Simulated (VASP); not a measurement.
Input:

```
Au
1.0
    0.00000     2.07974     2.07974
    2.07974     0.00000     2.07974
    2.07974     2.07974     0.00000
Au
1
Direct
  0.00000   0.00000   0.00000
```

All values below come from optB88-vdW, VASP's PBE PAW potentials (set 64) (plane waves; VASP). Settings: 520 eV cut-off, Gaussian smearing of 0.050 eV, potentials Au.

Give the energies of bands 1 to 7 at the high-symmetry points, in eV from the Fermi level.

```json
[
 {"band": "1", "Γ": "-9.31", "X": "-6.61", "U": "-6.06", "L": "-6.87", "W": "-5.58"},
 {"band": "2", "Γ": "-4.47", "X": "-6.33", "U": "-5.47", "L": "-4.50", "W": "-4.86"},
 {"band": "3", "Γ": "-4.47", "X": "-2.05", "U": "-3.64", "L": "-4.50", "W": "-4.86"},
 {"band": "4", "Γ": "-4.47", "X": "-1.72", "U": "-2.83", "L": "-2.01", "W": "-3.22"},
 {"band": "5", "Γ": "-3.10", "X": "-1.72", "U": "-2.12", "L": "-2.01", "W": "-1.71"},
 {"band": "6", "Γ": "-3.10", "X": "1.21", "U": "3.54", "L": "-0.64", "W": "4.27"},
 {"band": "7", "Γ": "14.79", "X": "5.20", "U": "4.54", "L": "2.67", "W": "6.13"}
]
```

It has no gap at this level: it comes out as a metal or semimetal.

The compound is Au in the fcc structure. It was relaxed first, which changed the volume by +6 %.
